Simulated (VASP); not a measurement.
Wanted: the native input for a VASP 6.6.1 run.

```
Task                   : single point
Functional             : PBE
Potentials or basis    : VASP PAW PBE potentials, release 64 (Ca_sv, Br)
Cutoff                 : 520 eV
k mesh                 : 15 × 15 × 12
Occupations            : gaussian, width 0.15 eV
Spin                   : no spin polarisation
Dipole correction      : no
Further INCAR settings : ALGO = Fast; EDIFF = 1e-06; NBANDS = 16
```

The structure of CaBr lies in POSCAR:

```
CaBr
1.0
    3.9170223818      0.0000000000      0.0000000000
   -1.9585111909      3.3922408898      0.0000000000
    0.0000000000      0.0000000000      4.3410340000
Ca Br
1 1
Direct
    0.0000000000      0.0000000000      0.0000000000
    0.3333333333      0.6666666667      0.5000000000
```

The cell comes from a database or a generator and needn't be the stable form of this composition.

One way to write it, as run:

INCAR

```
PREC = Accurate
ENCUT = 520
EDIFF = 1E-6
ISMEAR = 0
SIGMA = 0.15
LREAL = False
LASPH = True
NELM = 60
ALGO = Fast
ISIF = 2
LWAVE = False
LCHARG = False
GGA = PE
NBANDS = 16
```

KPOINTS

```
Automatic mesh
0
Gamma
  15 15 12
```

Potentials or basis: VASP PAW PBE potentials, release 64 (Ca_sv, Br).

Launch:

```sh
$ cat potpaw_PBE.64/Ca_sv/POTCAR potpaw_PBE.64/Br/POTCAR > POTCAR
$ mpirun -np 1 vasp_std > vasp.out
```

It gave:

```json
{"Pressure": "0.4 GPa", "Band gap on the k mesh": "none (metal or under the smearing width)"}
```

Caveat: an odd number of electrons without spin polarisation forces a metal; a magnetic or distorted state may lie lower.

Wall time 3.3 min on 1 thread of AMD EPYC 7R43 64-Core Processor (Zen 3), on a shared host, peak memory 0.27 GiB.
